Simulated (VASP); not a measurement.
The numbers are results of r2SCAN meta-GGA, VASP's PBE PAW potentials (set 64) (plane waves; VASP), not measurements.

The input files of a VASP run:

### POSCAR
```
CsH
6.3707620
  0.0000000000   0.5000000131   0.5000000131
  0.5000000131   0.0000000000   0.5000000131
  0.5000000131   0.5000000131   0.0000000000
Cs H
1 1
Cart
  0.0000000000   0.0000000000   0.0000000000
  0.5000000131   0.5000000131   0.5000000131
```

### KPOINTS
```
Automatic mesh
0
Gamma
9 9 9
0 0 0
```

**INCAR**
```
SYSTEM  =  CsH
PREC  =  Accurate; ENCUT  =  400; LREAL  =  .FALSE.
LASPH  =  .TRUE.; NBANDS  =  27
EDIFF  =  1E-7; NELM  =  100; ALGO  =  Normal
LMAXMIX  =  4; LMIXTAU  =  .TRUE.
ISMEAR  =  0; SIGMA  =  0.01
METAGGA  =  R2SCAN
LWAVE  =  .FALSE.; LCHARG  =  .FALSE.; NEDOS  =  1001
LOPTICS  =  .TRUE.; LPEAD  =  .TRUE.; CSHIFT  =  0.1
```

POTCAR, in this order: Cs_sv H (PBE.64 set). Program: vasp_std.

The resulting files:

**OUTCAR**
```
 ion  position               nearest neighbor table
   1  0.000  0.000  0.000-
   2  0.500  0.500  0.500-
  LATTYP: Found a face centered cubic cell.
 ALAT       =     6.3707621670
 Subroutine PRICEL returns:
 Original cell was already a primitive cell.
 Subroutine GETGRP returns: Found 48 space group operations
The static configuration has the point symmetry O_h .
The dynamic configuration has the point symmetry O_h .
 Subroutine INISYM returns: Found 48 space group operations
 Subroutine IBZKPT returns following result:
 Found     35 irreducible k-points:

 Following reciprocal coordinates:
            Coordinates               Weight
  0.000000  0.000000  0.000000      1.000000
  0.111111  0.000000  0.000000      8.000000
  0.222222  0.000000  0.000000      8.000000
  0.333333  0.000000  0.000000      8.000000
  0.444444  0.000000  0.000000      8.000000
  0.111111  0.111111  0.000000      6.000000
  0.222222  0.111111  0.000000     24.000000
  0.333333  0.111111  0.000000     24.000000
  0.444444  0.111111  0.000000     24.000000
 -0.444444  0.111111  0.000000     24.000000
 -0.333333  0.111111  0.000000     24.000000
 -0.222222  0.111111  0.000000     24.000000
 -0.111111  0.111111  0.000000     12.000000
  0.222222  0.222222  0.000000      6.000000
  0.333333  0.222222  0.000000     24.000000
  0.444444  0.222222  0.000000     24.000000
 -0.444444  0.222222  0.000000     24.000000
 -0.333333  0.222222  0.000000     24.000000
 -0.222222  0.222222  0.000000     12.000000
  0.333333  0.333333  0.000000      6.000000
  0.444444  0.333333  0.000000     24.000000
 -0.444444  0.333333  0.000000     24.000000
 -0.333333  0.333333  0.000000     12.000000
  0.444444  0.444444  0.000000      6.000000
...
```

### OSZICAR
```
       N       E                     dE             d eps       ncg     rms          rms(c)
DAV:   1     0.948119388476E+01    0.94812E+01   -0.31931E+03  1890   0.258E+02
DAV:   2    -0.297809240434E+02   -0.39262E+02   -0.37130E+02  2416   0.667E+01
DAV:   3    -0.318312874085E+02   -0.20504E+01   -0.20380E+01  2346   0.142E+01
DAV:   4    -0.318404269149E+02   -0.91395E-02   -0.91386E-02  2176   0.986E-01
DAV:   5    -0.318404487793E+02   -0.21864E-04   -0.21864E-04  2311   0.552E-02    0.354E+00
DAV:   6    -0.287660616516E+02    0.30744E+01   -0.32009E-01  1905   0.213E+00    0.199E+00
DAV:   7    -0.289446276976E+02   -0.17857E+00   -0.12229E+00  2006   0.306E+00    0.147E+00
DAV:   8    -0.289206516830E+02    0.23976E-01   -0.49802E-01  1941   0.225E+00    0.480E-01
DAV:   9    -0.287840547459E+02    0.13660E+00   -0.24671E-01  1920   0.171E+00    0.655E-01
DAV:  10    -0.289955123333E+02   -0.21146E+00   -0.16294E-01  1902   0.145E+00    0.706E-02
DAV:  11    -0.289813028047E+02    0.14210E-01   -0.16786E-02  2034   0.532E-01    0.108E-01
DAV:  12    -0.289809183116E+02    0.38449E-03   -0.61411E-04  2108   0.899E-02    0.115E-01
DAV:  13    -0.289777083807E+02    0.32099E-02   -0.13011E-03  2032   0.152E-01    0.106E-01
DAV:  14    -0.289836328718E+02   -0.59245E-02   -0.56012E-03  1947   0.291E-01    0.135E-01
DAV:  15    -0.289831979347E+02    0.43494E-03   -0.47643E-04  2105   0.909E-02    0.105E-01
DAV:  16    -0.289834706278E+02   -0.27269E-03   -0.16760E-04  2027   0.482E-02    0.538E-02
DAV:  17    -0.289834042615E+02    0.66366E-04   -0.99659E-05  2197   0.303E-02    0.754E-03
DAV:  18    -0.289833284413E+02    0.75820E-04   -0.33521E-05  1989   0.245E-02    0.145E-02
DAV:  19    -0.289833326693E+02   -0.42280E-05   -0.21444E-05  1962   0.227E-02    0.566E-03
DAV:  20    -0.289833333049E+02   -0.63556E-06   -0.17894E-06  1986   0.653E-03    0.477E-03
DAV:  21    -0.289833317171E+02    0.15877E-05   -0.64898E-07  2047   0.416E-03    0.194E-03
DAV:  22    -0.289833315866E+02    0.13052E-06   -0.16378E-07  2367   0.138E-03    0.353E-04
DAV:  23    -0.289833316554E+02   -0.68805E-07   -0.25685E-08  2042   0.584E-04
   1 F= -.28983332E+02 E0= -.28983332E+02  d E =-.269076E-21
 imaginary and real dielectric function
```

**OUTCAR**
```
------------------------ aborting loop because EDIFF is reached ----------------------------------------
  FORCE on cell =-STRESS in cart. coord.  units (eV):
  Direction    XX          YY          ZZ          XY          YZ          ZX
  --------------------------------------------------------------------------------------
  Total       -0.0231616     -0.0231616     -0.0231616      0.0000000     -0.0000000      0.0000000
  in kB       -0.5740691     -0.5740691     -0.5740691      0.0000000     -0.0000000      0.0000000
  external PRESSURE =      -0.5740691 kB  Pullay stress =       0.0000000 kB
  volume of cell :       64.64
      direct lattice vectors                 reciprocal lattice vectors
     0.000000000  3.185381083  3.185381083    -0.156967090  0.156967090  0.156967090
     3.185381083  0.000000000  3.185381083     0.156967090 -0.156967090  0.156967090
     3.185381083  3.185381083  0.000000000     0.156967090  0.156967090 -0.156967090
 POSITION                                       TOTAL-FORCE (eV/Angst)
 -----------------------------------------------------------------------------------
      0.00000      0.00000      0.00000        -0.000000      0.000000      0.000000
      3.18538      3.18538      3.18538         0.000000     -0.000000      0.000000
 -----------------------------------------------------------------------------------
    total drift:                                0.000000      0.000000      0.000000
  FREE ENERGIE OF THE ION-ELECTRON SYSTEM (eV)
  ---------------------------------------------------
  free  energy   TOTEN  =       -28.9833316554 eV

  energy  without entropy=      -28.9833316554  energy(sigma->0) =      -28.98333166

 plasma frequency squared (from intraband transitions) (eV^2)
  --------------------------------------------------------------------------------------
       0.000       0.000       0.000
       0.000       0.000       0.000
       0.000       0.000       0.000

 plasma frequency squared (from interband transitions, int dw w eps(2)(w)) (eV^2)
  --------------------------------------------------------------------------------------
     225.771       0.000       0.000      -0.000      -0.000       0.000
       0.000       0.000     225.771       0.000      -0.000       0.000
      -0.000      -0.000      -0.000      -0.000     225.771       0.000
```
(Selected blocks of OUTCAR.)

The dielectric response may not be converged in the k-mesh; for small gaps it tends to come out too large.

The structure comes from a computed database's CsH entry (Fm-3m); how it stands against other phases isn't given here. It was relaxed first.
